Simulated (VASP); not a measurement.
Computed with PBEsol GGA, VASP's PBE PAW potentials (set 64) (plane waves; VASP).

VASP input:

**INCAR**
```
SYSTEM = CeO2
PREC = Accurate
ENCUT = 520
EDIFF = 1E-7
NELM = 100
ALGO = Normal
LREAL = .FALSE.
LASPH = .TRUE.
ISMEAR = -5
GGA = PS
LMAXMIX = 6
LWAVE = .FALSE.
LCHARG = .TRUE.
LORBIT = 11
NEDOS = 601
ISIF = 2
LEFG = .TRUE.
```

### KPOINTS
```
Automatic
0
gamma
  8 8 8
```

**POSCAR**
```
CeO2
2.6986540
  0.0000000000   0.9999999493   0.9999999493
  0.9999999493   0.0000000000   0.9999999493
  0.9999999493   0.9999999493   0.0000000000
Ce O
1 2
Cartesian
  0.0000000000   0.0000000000   0.0000000000
  0.4999999747   0.4999999747   0.4999999747
  1.4999999240   1.4999999240   1.4999999240
```

POTCAR, in this order: Ce O (PBE.64 set). Program: vasp_std.

Output of the run:

**OSZICAR**
```
       N       E                     dE             d eps       ncg     rms          rms(c)
DAV:   1     0.231656402896E+03    0.23166E+03   -0.11829E+04   944   0.206E+03
DAV:   2     0.929988147640E+01   -0.22236E+03   -0.21562E+03  1416   0.310E+02
DAV:   3    -0.310420751031E+02   -0.40342E+02   -0.38870E+02  1224   0.151E+02
DAV:   4    -0.325762890390E+02   -0.15342E+01   -0.15340E+01  1440   0.319E+01
DAV:   5    -0.326603327730E+02   -0.84044E-01   -0.84040E-01  1496   0.645E+00    0.325E+01
DAV:   6    -0.302292676393E+02    0.24311E+01   -0.81281E+01  1376   0.581E+01    0.216E+01
DAV:   7    -0.292998626813E+02    0.92940E+00   -0.14176E+02  1392   0.119E+02    0.222E+01
DAV:   8    -0.284300103792E+02    0.86985E+00   -0.28804E+00  1128   0.191E+01    0.129E+01
DAV:   9    -0.275555142885E+02    0.87450E+00   -0.60427E+00  1392   0.206E+01    0.140E+00
DAV:  10    -0.275560865721E+02   -0.57228E-03   -0.20341E-01  1632   0.345E+00    0.106E+00
DAV:  11    -0.275541349900E+02    0.19516E-02   -0.21662E-02  1336   0.137E+00    0.127E+00
DAV:  12    -0.275476070082E+02    0.65280E-02   -0.11549E-01  1216   0.238E+00    0.830E-01
DAV:  13    -0.275451072705E+02    0.24997E-02   -0.64650E-02  1472   0.251E+00    0.569E-01
DAV:  14    -0.275447545450E+02    0.35273E-03   -0.37290E-03  1288   0.540E-01    0.306E-01
DAV:  15    -0.275444987309E+02    0.25581E-03   -0.25527E-03  1488   0.451E-01    0.510E-02
DAV:  16    -0.275445081773E+02   -0.94464E-05   -0.70052E-05  1200   0.794E-02    0.423E-02
DAV:  17    -0.275445006826E+02    0.74947E-05   -0.31948E-05  1488   0.570E-02    0.112E-02
DAV:  18    -0.275444994926E+02    0.11900E-05   -0.79080E-06  1544   0.254E-02    0.168E-03
DAV:  19    -0.275444992858E+02    0.20679E-06   -0.67445E-07  1008   0.841E-03    0.175E-03
DAV:  20    -0.275444993142E+02   -0.28408E-07   -0.28571E-08   712   0.211E-03
   1 F= -.27544499E+02 E0= -.27544499E+02  d E =0.000000E+00
```

File OUTCAR:
```
------------------------ aborting loop because EDIFF is reached ----------------------------------------
  FORCE on cell =-STRESS in cart. coord.  units (eV):
  Direction    XX          YY          ZZ          XY          YZ          ZX
  --------------------------------------------------------------------------------------
  Total        0.0108425      0.0108425      0.0108425      0.0000000      0.0000000     -0.0000000
  in kB        0.4419449      0.4419449      0.4419449      0.0000000      0.0000000     -0.0000000
  external PRESSURE =       0.4419449 kB  Pullay stress =       0.0000000 kB
  volume of cell :       39.31
      direct lattice vectors                 reciprocal lattice vectors
     0.000000000  2.698653863  2.698653863    -0.185277559  0.185277559  0.185277559
     2.698653863  0.000000000  2.698653863     0.185277559 -0.185277559  0.185277559
     2.698653863  2.698653863  0.000000000     0.185277559  0.185277559 -0.185277559
 POSITION                                       TOTAL-FORCE (eV/Angst)
 -----------------------------------------------------------------------------------
      0.00000      0.00000      0.00000        -0.000000     -0.000000     -0.000000
      1.34933      1.34933      1.34933         0.000000     -0.000000      0.000000
      4.04798      4.04798      4.04798         0.000000      0.000000     -0.000000
 -----------------------------------------------------------------------------------
    total drift:                                0.000000      0.000000      0.000000
  FREE ENERGIE OF THE ION-ELECTRON SYSTEM (eV)
  ---------------------------------------------------
  free  energy   TOTEN  =       -27.5444993142 eV

  energy  without entropy=      -27.5444993142  energy(sigma->0) =      -27.54449931

 total charge

# of ion       s       p       d       f       tot
--------------------------------------------------
    1        2.014   5.794   0.918   0.965   9.690
    2        1.573   3.426   0.000   0.000   4.998
    3        1.573   3.426   0.000   0.000   4.998
--------------------------------------------------
tot          5.159  12.645   0.918   0.965  19.687
```
(Selected blocks of OUTCAR.)

The compound is CeO2 in the fluorite structure. It was relaxed first. The run is not spin-polarised, so no magnetic state was tried.
